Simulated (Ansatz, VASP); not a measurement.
# MgGaPSe: VASP beside Ansatz, part 2 of 2

Wanted: the spread between two codes on one cell, functional and k mesh. The cell is invented: As first built, before any earlier steps moved the atoms (in the runner's words): it takes the ZnGaPS structure with some of its atoms replaced by other elements, volume scaled by an estimate. It may not be a known or stable phase. The cell is taken from a series of VASP runs on this material, whose earlier steps may have relaxed, scaled or displaced it; both programs get it as it stands.

VASP 6.6.1 and Ansatz 0.2.0.

So far: The starting structure; VASP: relaxation of cell and atoms, PBEsol with D3(BJ).

## (3) Ansatz: relaxation of cell and atoms, PBEsol with D3(BJ)

Level of this step: Ansatz beside VASP: Kohn-Sham DFT, plane waves, PBEsol with D3(BJ) (Ansatz).

Ansatz runs on its default PAW (the set named soft_2) files.

The same cell, functional, mesh and smearing now go to Ansatz, which takes its cutoff from its data sets.

input.yaml reads:

```yaml
crystal:
  lattice:
    - [3.40002193, -1.96353698, 0.0]
    - [3.40002193, 1.96353698, 0.0]
    - [-2.26466613, 0.0, 6.68175026]
  atoms:
    - { symbol: Se, position: [0.616644313, 0.616644313, 0.859809096] }
    - { symbol: Ga, position: [0.495073298, 0.495073298, 0.492013284] }
    - { symbol: P, position: [0.127949267, 0.127949267, 0.390525077] }
    - { symbol: Mg, position: [0.00205597, 0.00205597, 0.016766543] }
hamiltonian:
  xc: pbesol
  pseudopotentials: { kind: paw }
  dispersion: d3bj
kpoints:
  mp_grid: { grid: [7, 7, 4] }
scf:
  occupations: { method: fermi_dirac, width: 0.05 }
relax:
  f_tol: 0.01
  max_steps: 60
  cell: { stress_tol: 0.05 }
output:
  forces: true
  stress: true
  write_density: true
  write_potential: true
  elf: true
  volumetric_format: npy
```

The run is started by

```console
ansatz run input.yaml --threads 4 --pin off --max-ram 9216MiB --backend cpu --events-out ev --progress --plain --runs-dir out
```

Numbers of over 12 decimals in the logs are rounded to 6 here.

Output:

```text
Engine: ansatz 0.2.0, aarch64-unknown-linux-gnu
Pseudopotentials: kind: paw
Pseudopotential: Se, paw, valence charge 16, recommended cutoff 420 eV (normal), Se.paw.azcp
Pseudopotential: Ga, paw, valence charge 13, recommended cutoff 420 eV (normal), Ga.paw.azcp
Pseudopotential: P, paw, valence charge 5, recommended cutoff 420 eV (normal), P.paw.azcp
Pseudopotential: Mg, paw, valence charge 10, recommended cutoff 420 eV (normal), Mg.paw.azcp
Functional definition: PBEsol
  exchange = pbesol_x
  correlation = pbesol_c
Crystal: 4 atoms, lattice volume = 89.216 Å³
Basis set: ecut = 420 eV, 1745 PW (Γ), exchange–correlation on 54×54×96 points (8 copies of the dense FFT grid, shifted against one another)
Bands: 27, of which v1, the nominal top of the filled ones, is band 22 counted from 1 (21 counted from 0)
Symmetry: 2 space group operations
Space group: Cm (ITA 8), of the structure as read, at distance tolerance 4.5e-5 Å
k-points: 60 of 196 (time reversal used)
Non-local potential: Se, projectors of the file, l = 0: 2, l = 1: 2, l = 2: 3, l = 3: 1
Non-local potential: Ga, projectors of the file, l = 0: 2, l = 1: 2, l = 2: 3, l = 3: 1
Non-local potential: P, projectors of the file, l = 0: 2, l = 1: 2, l = 2: 2
Non-local potential: Mg, projectors of the file, l = 0: 3, l = 1: 2, l = 2: 1
PAW form: soft (Blöchl's): semilocal exchange-correlation on the pseudo side does not see the compensation charge
PAW frozen core: Se, regenerated for the run's functional, and the local potential with it (the file was generated under x = pbe(κ = 0.804, μ = 0.219515), c = pbe(β = 0.066725))
PAW frozen core: Ga, regenerated for the run's functional, and the local potential with it (the file was generated under x = pbe(κ = 0.804, μ = 0.219515), c = pbe(β = 0.066725))
PAW frozen core: P, regenerated for the run's functional, and the local potential with it (the file was generated under x = pbe(κ = 0.804, μ = 0.219515), c = pbe(β = 0.066725))
PAW frozen core: Mg, regenerated for the run's functional, and the local potential with it (the file was generated under x = pbe(κ = 0.804, μ = 0.219515), c = pbe(β = 0.066725))
PAW one-centre angular grid: Se, 590 points (default); XC on 64 Gauss nodes
PAW one-centre angular grid: Ga, 590 points (default); XC on 64 Gauss nodes
PAW one-centre angular grid: P, 110 points (default); XC on 64 Gauss nodes
PAW one-centre angular grid: Mg, 110 points (default); XC on 64 Gauss nodes
Initial density: superposition of atomic densities (neutral atoms: chi_scale 0, normalization atom), corrected by the library's trained network
Initial wavefunctions: pseudopotential atomic-orbital guess
Functional: x = pbesol(κ = 0.804, μ = 0.123457), c = pbesol(β = 0.046)
SCF iter   1: F=—  HF=-11823.404658 eV  |F-HF|=—  |Δ(HF+E_count)|=         —  Δρ=3.54e-3  dr2=1.88e-2  ethr=1.77e-3  ⟨swp⟩=6.3  Hψ=7473  notcnv=0
preconditioner: auto → Resta (q_TF=auto, 2.425 Å⁻¹)  ε∞=3.4  [insulator: Δε(μ)=1.508 eV  Ē_g=12.977 eV  σ=0.050 eV  W_gap=1.00  n_scr=28 (ndim 8)  ℏωp=20.0 eV  f_vac=0.039  D(μ)=0.00/eV (n_scr^D=0)  ε∞_Penn≈3.4]
SCF iter   2: F=—  HF=-11823.397366 eV  |F-HF|=—  |Δ(HF+E_count)|=   7.29e-3  Δρ=1.68e-3  dr2=3.42e-3  ethr=4.27e-5  ⟨swp⟩=2.0  Hψ=2498  notcnv=0  defer=1
SCF iter   3: F=—  HF=-11823.396750 eV  |F-HF|=—  |Δ(HF+E_count)|=   6.16e-4  Δρ=6.00e-4  dr2=3.03e-4  ethr=7.78e-6  ⟨swp⟩=2.0  Hψ=2354  notcnv=0  defer=1
SCF iter   4: F=—  HF=-11823.396627 eV  |F-HF|=—  |Δ(HF+E_count)|=   1.23e-4  Δρ=2.56e-4  dr2=9.08e-5  ethr=6.88e-7  ⟨swp⟩=2.0  Hψ=2351  notcnv=0  defer=1
SCF iter   5: F=—  HF=-11823.396637 eV  |F-HF|=—  |Δ(HF+E_count)|=   9.74e-6  Δρ=7.94e-5  dr2=8.71e-6  ethr=2.06e-7  ⟨swp⟩=2.4  Hψ=2269  notcnv=0  defer=1
SCF iter   6: F=—  HF=-11823.396643 eV  |F-HF|=—  |Δ(HF+E_count)|=   5.71e-6  Δρ=2.11e-5  dr2=4.47e-7  ethr=1.98e-8  ⟨swp⟩=2.0  Hψ=2362  notcnv=0  defer=1
SCF iter   7: F=-11823.396643 eV  HF=-11823.396643 eV  |F-HF|=2.86e-8  |Δ(HF+E_count)|=   6.20e-7  Δρ=5.57e-6  dr2=3.28e-8  ethr=2.27e-10  ⟨swp⟩=9.1  Hψ=10808  notcnv=0
SCF 1 converged in 7 iterations: F = -11823.396643 eV  dr2 = 3.28e-8
  Residual-converged pass: ⟨swp⟩=1.0  Hψ=1861  notcnv=0  max |occ|·‖R‖ = 7.0e-9 eV (tolerance 1.0e-8 eV)  dr2=3.28e-8  dr2_onsite=1.65e-8  max |Δocc| = 1.8e-15
  greatest PAW one-centre occupation: 1.000 electrons in one spin orbital (limit 2), on the Mg atom at site 3 (counted from 0), in its partial waves of l = 0
relax step   1: F+E_penalty+E_count = -11823.39664346 eV  Δ(F+E_penalty+E_count) = +0.000e0 eV  max|allowed force component| = 6.323e-2 eV/Å  Δτ_max = 0.0000 Å  P = +0.023 GPa  Ω = 89.216 Å³  (7 SCF iters, dr2 threshold 1.00e-7 eV, accepted)
[...]
relax step   2: F+E_penalty+E_count = -11823.39699494 eV  Δ(F+E_penalty+E_count) = -3.515e-4 eV  max|allowed force component| = 1.647e-2 eV/Å  Δτ_max = 0.0063 Å  P = +0.017 GPa  Ω = 89.229 Å³  energy of the carried Pulay correction = -1.866e-6 eV  (5 SCF iters, dr2 threshold 2.50e-7 eV, accepted)
[...]
relax step   3: F+E_penalty+E_count = -11823.39701292 eV  Δ(F+E_penalty+E_count) = -1.798e-5 eV  max|allowed force component| = 3.589e-3 eV/Å  Δτ_max = 0.0015 Å  P = +0.006 GPa  Ω = 89.242 Å³  energy of the carried Pulay correction = -3.877e-6 eV  (4 SCF iters, dr2 threshold 1.69e-8 eV, accepted)
[...]
relax step   4: F+E_penalty+E_count = -11823.39701859 eV  Δ(F+E_penalty+E_count) = -5.665e-6 eV  max|allowed force component| = 3.613e-3 eV/Å  Δτ_max = 0.0000 Å  P = +0.006 GPa  Ω = 89.242 Å³  stress off target by 9.34e-3 GPa  SCF on the basis re-selected at this cell (its energy is not comparable with the rows above)  (6 SCF iters)
basis re-selected at this cell: Δ(F+E_penalty+E_count) = -5.665e-6 eV, ΔP = +0.000 GPa vs the last step (what re-selecting the basis moved, of the pressure what is left beyond the Pulay correction that the steps carried, after the strain that the cell walked since its last selection, with what the two solves' SCF thresholds leave and, on support functions, any second-order correction that the steps lacked; it is no m [...]
SCF converged after 6 iterations
Free energy (F): -11823.397019 eV
Harris-Foulkes:  -11823.397019 eV  (|F-HF|=5.46e-12)
Internal energy: -11823.397019 eV  (E = F + TS)
E sigma→0 (E₀):  -11823.397019 eV
Fermi energy:    6.777977 eV
--- Per-component energies (eV) ---
  E_band       = -814.454374
  E_kinetic    = 382.773354
  E_local      = -6710.137915  (includes V_loc(G=0)·N_el)
  E_nonlocal   = -36.954546
  E_hartree    = 3016.082892
  E_xc         = -262.695744
  E_vxc        = -255.660375  (∫ρ·V_xc dr)
  E_paw        = -4652.216463  (= ΣΔE_a)
  E_vpaw       = -226.639990  (= ΣTr[D̂ρ^β])
  E_aug_tail   = -0.000704  (compensation charges beyond the density's cutoff)
  E_ewald      = -3561.114307
  E_disp       = -1.109973  (pairwise vdW)
  E_core_change = 1.976387  (= ΣΔE_core)
  E_smearing   = -0.000000  (= −TS)
  E_closure    = 0.000000  (closes the sum)
  Σ components = -11823.397019   (vs F -11823.397019, Δ=0.00e0)
--- Forces (eV/Å), atoms counted from 1 ---
  atom   1  Se    -0.00019329    -0.00000000     0.00055459
  atom   2  Ga    -0.00040268     0.00000000    -0.00061458
  atom   3  P     -0.00092365    -0.00000000    -0.00355337
  atom   4  Mg     0.00151910     0.00000000     0.00361278
  max |Σ_I F_I| component: 5.75e-7 eV/Å
--- Stress (GPa, compression-positive) ---
        0.009017       0.000000      -0.001537
        0.000000       0.007629       0.000000
       -0.001536       0.000000       0.002127
  P = ⅓ Tr σ = 0.0063 GPa (0.063 kbar)
--- Band table (eV; the first three rows and the last of 60) ---
  k-point 0: bands = [... 18 lower, 5.1720, 5.7787, 5.9806, 5.9809, 7.5095, 9.1053, 10.6190, 10.6199, ... 1 higher]
  k-point 1: bands = [... 18 lower, 5.1983, 5.1990, 5.9280, 5.9284, 7.9243, 9.8009, 10.7371, 10.7383, ... 1 higher]
  k-point 2: bands = [... 18 lower, 5.2284, 5.2297, 5.8718, 5.8732, 8.0637, 10.3448, 10.8631, 10.8645, ... 1 higher]
  k-point 59: bands = [... 18 lower, 2.9021, 3.7212, 3.9342, 4.6971, 9.6713, 10.0670, 10.9368, 11.1650, ... 1 higher]
--- Relaxed structure (3 steps of the walk, 3 accepted, 1 SCFs on fresh bases) ---
  F+E_penalty+E_count = -11823.39701859 eV   max|allowed force component| = 3.613e-3 eV/Å   (the final SCF, on the basis selected at the relaxed cell)
  cell:  # Å, volume = 89.2425 Å³
    - [3.397541, -1.961550, -3.0451944404178175e-5]
    - [3.397541, 1.961550, -3.045194440417817e-5]
    - [-2.263074, -4.312618464277508e-19, 6.695434]
  atoms:
    - { symbol: Se, position: [0.616737, 0.616737, 0.859262] }
    - { symbol: Ga, position: [0.495046, 0.495046, 0.493000] }
    - { symbol: P, position: [0.127457, 0.127457, 0.390151] }
    - { symbol: Mg, position: [0.00248344, 0.00248344, 0.016702] }
```

Run time: 17 s. Hardware: 4 threads of Arm Neoverse V2, shared host; peak memory 0.41 GiB.

## (4) Differences

Known differences besides the potentials themselves: both relaxations stop at a tolerance, which leaves soft axes loose, and VASP keeps its plane-wave basis; the data sets hold 44 valence electrons in Ansatz (default PAW (the set named soft_2) files) and 26 in VASP; the cutoff is 420 eV in Ansatz and 400 eV in VASP; Ansatz makes its cores anew for this functional, VASP keeps those of its PBE data sets; VASP leaves aspherical gradient terms in its spheres out (LASPH is not set), Ansatz keeps them; Ansatz adds a Pulay correction to the stress that steers its cell, VASP none. Total energies have different zeros and are not compared.

Both answers:

```
                                         quantity  Ansatz   VASP  difference
                                      volume (Å³)   89.24  89.13     +0.12 %
edge a after relaxation, in the typed setting (Å)   3.923  3.921     +0.05 %
edge c after relaxation, in the typed setting (Å)   7.068  7.065     +0.03 %
```

The walks stopped with 0.01 GPa left in Ansatz and -0.01 GPa in VASP; each walk ends within a tolerance, so the volume difference is uncertain by about these residues over the bulk modulus, most in soft cells. Found at a tolerance of 0.01 Å, the end structures differ in symmetry: R3m in Ansatz, Cm in VASP; the atoms lie within 0.05 Å of each other, which can come from where the walks stopped or from unlike electronic states.

## (5) Outcome

| Property | Result |
| --- | --- |
| difference in volume (relaxation of cell and atoms, PBEsol with D3(BJ)) | 0.12 % |

In words: The difference in volume is 0.12 % (relaxation of cell and atoms, PBEsol with D3(BJ)), within the 1.2 % picked in this series as the mark of a large difference, as far as the stopping tolerances let one tell. How closely two codes agree says nothing of how well the functional describes the real material.

[Lines on the potential files, build, host, timing and source positions are cut from VASP's logs without a mark.]

[Logs are printed without paths, hosts, clocks, repeated set-up lines and the standing remarks that a program may print on its own settings, such as how far it seeks lower states.]

[Hosts, paths, dates, database ids (printed as entryN), source tags and the programs' standing remarks are cut or masked in the printed files.]
